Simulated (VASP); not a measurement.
Data:

```
GaAs
1.0
    0.00000     2.65134     2.65134
    2.65134     0.00000     2.65134
    2.65134     2.65134     0.00000
Ga As
1 1
Cartesian
  0.00000   0.00000   0.00000
  2.65134   2.65134   2.65134
```

Method: PBEsol GGA, VASP's PBE PAW potentials (set 64) (plane waves; VASP). Settings: 400 eV cut-off, Gaussian smearing of 0.050 eV, potentials Ga_d As.

Question: Give the energies of bands 7 to 12 at the high-symmetry points, in eV from the Fermi level.

Answer: 
```tsv
band	Γ	X	U	L	W
7	0.08	-5.78	-6.16	-7.86	-5.82
8	0.08	-3.57	-5.16	0.30	-4.59
9	0.08	-2.66	-1.94	0.30	-4.59
10	0.32	-2.66	-0.43	2.73	2.57
11	7.34	3.46	6.04	2.97	4.20
12	7.34	10.47	7.24	2.97	7.68
```

It has no gap at this level: it comes out as a metal or semimetal.

The structure was generated: GaAs was put into the rock salt type (Fm-3m), which need not be its known phase. It was relaxed first, which changed the volume by +6 %.
